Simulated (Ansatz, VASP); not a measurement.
# Cross-check of HfC between VASP and Ansatz, part 2 of 2

One calculation is typed for both programs; each brings its own data sets. How far apart do they land? The cell is taken from a series of runs on this material, whose earlier steps may have relaxed, scaled, displaced or heated it; both programs get it as it stands.

VASP 6.6.1 and Ansatz 0.2.0.

So far: Starting point; VASP: zone-centre phonons, LDA.

### Step 3. Ansatz: zone-centre phonons, LDA

Level of this step: Ansatz beside VASP: Kohn-Sham DFT, plane waves, LDA (Ansatz).

Ansatz runs on its PAW soft_1 files.

The same cell, functional (in two slightly different forms), mesh and smearing now go to Ansatz, which takes its cutoff from its data sets.

Input file input.yaml:

```yaml
crystal:
  lattice:
    - [-0.0147987609, 2.2783076328, 2.2895412336]
    - [2.2783076328, -0.0147987609, 2.2895412336]
    - [2.2635088719, 2.2635088719, 0.0]
  atoms:
    - { symbol: C, position: [0.0, 0.0, 0.0] }
    - { symbol: Hf, position: [0.5, 0.5, 0.5] }
kpoints:
  mp_grid: { grid: [16, 16, 16] }
hamiltonian:
  xc: lda
  pseudopotentials: { kind: paw, azcp: { folder: soft_1 }, xc_functional: pbe }
scf:
  occupations: { method: methfessel_paxton, width: 0.2 }
output:
  eigenvalues: true
phonons:
  method: dfpt
```

Launch:

```console
> ansatz run input.yaml --threads 4 --pin off --max-ram 10240MiB --backend cpu --events-out ev --progress --plain --runs-dir out
```

Numbers of over 12 decimals in the logs are rounded to 6 here.

The program printed:

```text
zone centre: on kpoints.mp_grid the ground state, and the responses unless they are solved on pairs of k-points, stand on 1098 of the mesh's 4096 k-points, reduced under 4 symmetry operations, with k and −k counted as one. Each operation leaves every solved displacement unchanged or reverses it
Engine: ansatz 0.2.0, aarch64-unknown-linux-gnu
Pseudopotentials: kind: paw
Pseudopotential: C, paw, valence charge 4, recommended cutoff 420 eV (normal), soft_1/C.paw.azcp
Pseudopotential: Hf, paw, valence charge 26, recommended cutoff 420 eV (normal), soft_1/Hf.paw.azcp
Functional definition: SPW92
  exchange = slater_x
  correlation = pw_c
Crystal: 2 atoms, lattice volume = 23.768 Å³
Basis set: ecut = 420 eV, 459 PW (Γ), exchange–correlation on 48×48×48 points (8 copies of the dense FFT grid, shifted against one another)
Bands: 19, of which v1, the nominal top of the filled ones, is band 15 counted from 1 (14 counted from 0)
Symmetry: 8 space group operations
k-points: 1098 of 4096 (irreducible under 4 space group operations)
Non-local potential: C, projectors of the file, l = 0: 2, l = 1: 2, l = 2: 1
Non-local potential: Hf, projectors of the file, l = 0: 3, l = 1: 2, l = 2: 2, l = 3: 3
PAW form: soft (Blöchl's): semilocal exchange-correlation on the pseudo side does not see the compensation charge
PAW frozen core: C, regenerated for the run's functional, and the local potential with it (the file was generated under x = pbe(κ = 0.804, μ = 0.219515), c = pbe(β = 0.066725))
PAW frozen core: Hf, regenerated for the run's functional, and the local potential with it (the file was generated under x = pbe(κ = 0.804, μ = 0.219515), c = pbe(β = 0.066725))
PAW one-centre angular grid: C, 110 points (default); XC on 64 Gauss nodes
PAW one-centre angular grid: Hf, 590 points (default); XC on 64 Gauss nodes
Initial density: superposition of atomic densities (chi_scale 0.1, normalization cell, long waves kept (reshape's long-wave potential 0.00 eV rms))
Initial wavefunctions: pseudopotential atomic-orbital guess
Functional: x = slater, c = lda
SCF iter   1: F=—  HF=-15723.154573 eV  |F-HF|=—  |Δ(HF+E_count)|=         —  Δρ=9.23e-2  dr2=2.71e0  ethr=3.10e-3  ⟨swp⟩=4.9  Hψ=91922  notcnv=0
preconditioner: auto → Kerker (q_TF=auto, 2.836 Å⁻¹)  [metal: Δε(μ)=0.042 eV  Ē_g=17.759 eV  σ=0.200 eV  W_gap=0.18  n_scr=14 (ndim 8)  ℏωp=40.3 eV  f_vac=0.000  D(μ)=0.20/eV (n_scr^D=0)]
SCF iter   2: F=—  HF=-15722.575757 eV  |F-HF|=—  |Δ(HF+E_count)|=   5.79e-1  S|Δr|=    0.00e0  Δρ=3.30e-2  dr2=2.60e-1  ethr=3.10e-3  ⟨swp⟩=2.1  Hψ=36053  notcnv=0  defer=1
SCF iter   3: F=—  HF=-15722.515175 eV  |F-HF|=—  |Δ(HF+E_count)|=   6.06e-2  S|Δr|=    0.00e0  Δρ=1.37e-2  dr2=2.67e-2  ethr=8.67e-4  ⟨swp⟩=2.0  Hψ=37365  notcnv=0
SCF iter   4: F=—  HF=-15722.509295 eV  |F-HF|=—  |Δ(HF+E_count)|=   5.88e-3  S|Δr|=    0.00e0  Δρ=7.56e-3  dr2=6.53e-3  ethr=8.89e-5  ⟨swp⟩=2.1  Hψ=37132  notcnv=0
SCF iter   5: F=—  HF=-15722.508646 eV  |F-HF|=—  |Δ(HF+E_count)|=   6.49e-4  S|Δr|=    0.00e0  Δρ=1.47e-3  dr2=2.87e-4  ethr=2.18e-5  ⟨swp⟩=2.0  Hψ=31938  notcnv=0
SCF iter   6: F=—  HF=-15722.508552 eV  |F-HF|=—  |Δ(HF+E_count)|=   9.44e-5  S|Δr|=    0.00e0  Δρ=2.74e-4  dr2=1.86e-5  ethr=9.55e-7  ⟨swp⟩=2.7  Hψ=40260  notcnv=0
SCF iter   7: F=—  HF=-15722.508556 eV  |F-HF|=—  |Δ(HF+E_count)|=   4.17e-6  S|Δr|=    0.00e0  Δρ=7.91e-5  dr2=1.08e-6  ethr=6.19e-8  ⟨swp⟩=2.3  Hψ=38518  notcnv=0
SCF iter   8: F=—  HF=-15722.508556 eV  |F-HF|=—  |Δ(HF+E_count)|=   2.99e-7  S|Δr|=    0.00e0  Δρ=1.32e-5  dr2=2.34e-8  ethr=3.60e-9  ⟨swp⟩=2.9  Hψ=39907  notcnv=0
SCF iter   9: F=—  HF=-15722.508556 eV  |F-HF|=—  |Δ(HF+E_count)|=   1.12e-8  S|Δr|=    0.00e0  Δρ=2.48e-6  dr2=1.09e-9  ethr=7.81e-11  ⟨swp⟩=2.4  Hψ=32807  notcnv=1
SCF iter  10: F=—  HF=-15722.508556 eV  |F-HF|=—  |Δ(HF+E_count)|=  2.98e-10  S|Δr|=    0.00e0  Δρ=2.41e-7  dr2=1.13e-11  ethr=3.63e-12  ⟨swp⟩=2.2  Hψ=35732  notcnv=0
SCF iter  11: F=-15722.508556 eV  HF=-15722.508556 eV  |F-HF|=1.82e-12  |Δ(HF+E_count)|=  1.82e-12  S|Δr|=    0.00e0  Δρ=3.62e-8  dr2=1.70e-13  ethr=1.00e-12  ⟨swp⟩=7.6  Hψ=123729  notcnv=0
SCF 1 converged in 11 iterations: F = -15722.508556 eV  dr2 = 1.70e-13
  greatest PAW one-centre occupation: 0.998 electrons in one spin orbital (limit 2), on the Hf atom at site 1 (counted from 0), in its partial waves of l = 3
DFPT response loops at Γ: preconditioner auto → Kerker (q_TF=auto, 2.836 Å⁻¹) (partly filled bands, converged f_vac=0.000); β = 1.00, the filter's whole step (`scf.mixing.beta` (0.50) is not read by the response loops under this deck's `scf.mixing.preconditioner`; to damp them name `kerker` or `kerker_dos`, under which they read `scf.mixing.beta`, and type it under 1.00, their step now; both keys bind the ground state too); Broyden in place of MSR1
SCF converged after 11 iterations
Stability not checked: this state was not tested for a lower state beside it, because cold or Methfessel-Paxton smearing, or corrected tetrahedra, fill the levels in a way that the test cannot read (fill_not_monotonic; see scf.lower_state_search)
Free energy (F): -15722.508556 eV
Harris-Foulkes:  -15722.508556 eV  (|F-HF|=1.82e-12)
Internal energy: -15722.507878 eV  (E = F + TS)
E sigma→0 (E₀):  -15722.508386 eV
Entropy (-TS):   -0.000678 eV (-0.339 meV/atom)
Fermi energy:    19.389222 eV
--- Per-component energies (eV) ---
  E_band       = 93.555687
  E_kinetic    = 497.746910
  E_local      = -6086.797780  (includes V_loc(G=0)·N_el)
  E_nonlocal   = 99.537581
  E_hartree    = 2988.912366
  E_xc         = -313.122301
  E_vxc        = -315.434306  (∫ρ·V_xc dr)
  E_paw        = -7548.777739  (= ΣΔE_a)
  E_vpaw       = -79.321543  (= ΣTr[D̂ρ^β])
  E_aug_tail   = 0.000118  (compensation charges beyond the density's cutoff)
  E_ewald      = -5362.526954
  E_core_change = 2.519920  (= ΣΔE_core)
  E_smearing   = -0.000678  (= −TS)
  E_closure    = -0.000000  (closes the sum)
  Σ components = -15722.508556   (vs F -15722.508556, Δ=0.00e0)
--- Band table (eV; the first three rows and the last of 1098) ---
  k-point 0: bands = [... 11 lower, 8.6033, 20.4718, 20.4832, 20.5567, 20.5912, 20.6294, 20.7897, 22.8121]
  k-point 1: bands = [... 11 lower, 8.6031, 19.6996, 19.8701, 19.9193, 20.8580, 20.9284, 21.3268, 23.3658]
  k-point 2: bands = [... 11 lower, 8.6034, 18.6204, 19.0042, 19.0575, 21.2055, 21.2827, 21.7704, 24.5140]
  k-point 1097: bands = [... 11 lower, 8.8490, 16.8571, 17.3463, 19.3738, 19.5026, 24.9179, 26.4164, 26.4243]
--- Phonons (Γ-DFPT): 4 representative perturbations + reference, on 1098 of 4096 k-points (Σ response iterations 12) ---
  k mesh reduced under 4 symmetry operations, with k and −k counted as one. Each operation leaves every solved displacement unchanged or reverses it
  ASR residual: 3.316e-6 → 0.000e0 eV/Å²; symmetrization residual: 8.857e-7 eV/Å²
  ASR residual per site (eV/Å²): 2.74e-6 3.32e-6
  Γ frequencies (cm⁻¹): 0.00 0.00 0.00 457.73 465.49 479.91
  non-analytic LO–TO correction: not included (Born effective charges unavailable; polar crystals: no LO–TO splitting at Γ)
```

In the SCF lines HF is the Harris–Foulkes energy and dr2 the Hartree energy of the density residual, in eV; the loop may stop once dr2 is under the threshold and the program's other checks hold. Hψ counts applications of the Hamiltonian.

### Step 4. Differences

Known differences besides the potentials themselves: the data sets hold 30 valence electrons in Ansatz (on its PAW soft_1 files) and 14 in VASP; the cutoff is 420 eV in Ansatz and 600 eV in VASP; VASP's log shows a relativistic correction to its local exchange, Ansatz's none. Total energies have different zeros and are not compared.

The two programs side by side:

```
             quantity  Ansatz   VASP  difference
optical mode 1 (cm⁻¹)   457.7  455.1     +0.57 %
optical mode 2 (cm⁻¹)   465.5  463.2     +0.49 %
optical mode 3 (cm⁻¹)   479.9  478.2     +0.36 %
```

Modes are paired by rising frequency, not by their patterns, so a pair may set unlike modes beside each other; they are those without the splitting of longitudinal modes.

### Step 5. Outcome

| Property | Result |
| --- | --- |
| r.m.s. difference of the optical zone-centre modes, each program's sorted by frequency (zone-centre phonons, LDA) | 2.2 cm⁻¹ |
| difference in optical mode 1 (zone-centre phonons, LDA) | +0.6 % |

The r.m.s. difference of the optical zone-centre modes, each program's sorted by frequency is 2.2 cm⁻¹ (zone-centre phonons, LDA). The data sets hold unlike numbers of valence electrons (30 in Ansatz and 14 in VASP), so part of the differences comes from the potentials. Among the rows given in per cent, the largest difference of the zone-centre phonons, LDA pair is in optical mode 1, +0.6 %. How closely two codes agree says nothing of how well the functional describes the real material.

[Lines on the potential files, build, host, timing and source positions are cut from VASP's logs without a mark.]

[Logs are printed without paths, hosts, clocks, repeated set-up lines and the standing remarks that a program may print on its own settings, such as how far it seeks lower states.]

[Hosts, paths, dates, database ids (printed as entryN), source tags and the programs' standing remarks are cut or masked in the printed files.]
